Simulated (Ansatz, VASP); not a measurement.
Given: the input of a run of VASP 6.6.1 on LuBe.

INCAR

```
PREC = Accurate
ENCUT = 600
EDIFF = 1E-6
ISMEAR = -1
SIGMA = 0.05
LREAL = False
LASPH = True
NELM = 60
ALGO = Normal
ISIF = 3
LWAVE = False
LCHARG = False
GGA = RE
IVDW = 13
IBRION = 2
NSW = 40
EDIFFG = -0.01
```

File KPOINTS:

```
regular mesh
0
Gamma
  8 8 8
```

Contents of POSCAR:

```
LuBe
1.0
    3.3203700000      0.0000000000      0.0000000000
    0.0000000000      3.3203700000      0.0000000000
    0.0000000000      0.0000000000      3.3203700000
Lu Be
1 1
Direct
    0.0000000000      0.0000000000      0.0000000000
    0.5000000000      0.5000000000      0.5000000000
```

Potentials or basis: VASP PAW PBE potentials, release 64 (Lu, Be).

The run is started by

```bash
$ cat potpaw_PBE.64/Lu/POTCAR potpaw_PBE.64/Be/POTCAR > POTCAR
$ mpirun -np 1 vasp_std > vasp.out
```

**Question.** Set up the same calculation for Ansatz 0.2.0. Potentials there: Ansatz PAW.

**Answer.** As run (the cutoff follows the program's own potentials):

The input input.yaml:

```yaml
crystal:
  lattice:
    - [3.32037, 0.0, 0.0]
    - [0.0, 3.32037, 0.0]
    - [0.0, 0.0, 3.32037]
  atoms:
    - { symbol: Lu, position: [0.0, 0.0, 0.0] }
    - { symbol: Be, position: [0.5, 0.5, 0.5] }
hamiltonian:
  xc: revpbe
  pseudopotentials: { kind: paw }
  dispersion: d4
kpoints:
  mp_grid: { grid: [8, 8, 8] }
scf:
  occupations: { method: fermi_dirac, width: 0.05 }
output:
  forces: true
  stress: true
  eigenvalues: true
relax:
  f_tol: 0.01
  max_steps: 40
  cell: { stress_tol: 0.05 }
```

Potentials or basis: Ansatz PAW.

Run with:

```bash
$ ansatz run input.yaml --threads 2 --pin off --max-ram 5632MiB --backend cpu --events-out ev --progress --plain --runs-dir out
```

Both were run:

|  | VASP | Ansatz | Ansatz less VASP |
| --- | --- | --- | --- |
| gap on the k mesh at the Fermi level, each at its own relaxed structure (eV) | none | none | - |
| relaxed volume (Å³/atom) | 18.27 | 18.23 | -0.040 |
| relaxed cell length with the largest relative difference (Å) | 3.319 | 3.316 | -0.0024 |

A gap of «none» marks a metal or a gap that the smearing closes.

Caveats: pairwise dispersion overbinds metals, which lowers pressure and volume; the PAW data sets were made with another functional, which shifts forces and pressure a little (VASP); the plane-wave basis is chosen anew once the cell has moved, so the energies of steps on either side of that aren't comparable (Ansatz); the PAW data sets come from PBE, with cores solved anew for the run's functional, which leaves a small shift of forces and pressure (Ansatz). Spin-orbit coupling is left out, which matters for the levels of Lu.
